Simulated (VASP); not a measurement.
A VASP calculation is set up with these files.

### INCAR
```
SYSTEM = Mg2Ge
PREC = Accurate
ENCUT = 350
EDIFF = 1E-6
NELM = 100
ALGO = Normal
LREAL = .FALSE.
LASPH = .TRUE.
ISMEAR = 0
SIGMA = 0.05
GGA = PE
LMAXMIX = 4
LWAVE = .FALSE.
LCHARG = .TRUE.
```

**KPOINTS**
```
kpoints
0
gamma
6 6 6
0 0 0
```

**POSCAR**
```
Mg2Ge
1.0
  0.0000000000   3.2058799412   3.2058799412
  3.2058799412   0.0000000000   3.2058799412
  3.2058799412   3.2058799412   0.0000000000
Mg Ge
2 1
Direct
  0.2500000000   0.2500000000   0.2500000000
  0.7500000000   0.7500000000   0.7500000000
  0.0000000000   0.0000000000   0.0000000000
```

POTCAR, in this order: Mg Ge_d (PBE.64 set). Program: vasp_std.

Problem. Translate this PBE calculation to Quantum ESPRESSO's pw.x.

Solution. One equivalent input (not run):
```
&CONTROL
  calculation = 'scf'
  pseudo_dir = './pseudo'
  outdir = './out'
  tprnfor = .true.
  tstress = .true.
/
&SYSTEM
  ibrav = 0
  nat = 3
  ntyp = 2
  ecutwfc = 84
  occupations = 'smearing'
  smearing = 'gaussian'
  degauss = 0.003675
  input_dft = 'pbe'
/
&ELECTRONS
  conv_thr = 7.3e-08
  electron_maxstep = 100
/
ATOMIC_SPECIES
  Mg 24.305 Mg.upf
  Ge 72.630 Ge.upf
CELL_PARAMETERS angstrom
     0.0000000    3.2058799    3.2058799
     3.2058799    0.0000000    3.2058799
     3.2058799    3.2058799   -0.0000000
ATOMIC_POSITIONS crystal
  Mg   0.2500000  0.2500000  0.2500000
  Mg   0.7500000  0.7500000  0.7500000
  Ge   0.0000000  0.0000000  0.0000000
K_POINTS automatic
  6 6 6 0 0 0
```
The two are equivalent in intent, not identical: the potentials are each code's own (VASP's PAW set, PseudoDojo norm-conserving files in pw.x), so ENCUT and ecutwfc are chosen apart and not converted; conv_thr bounds pw.x's estimated SCF error, while EDIFF bounds the energy change between steps.

The compound is Mg2Ge in the antifluorite structure. It was relaxed first.
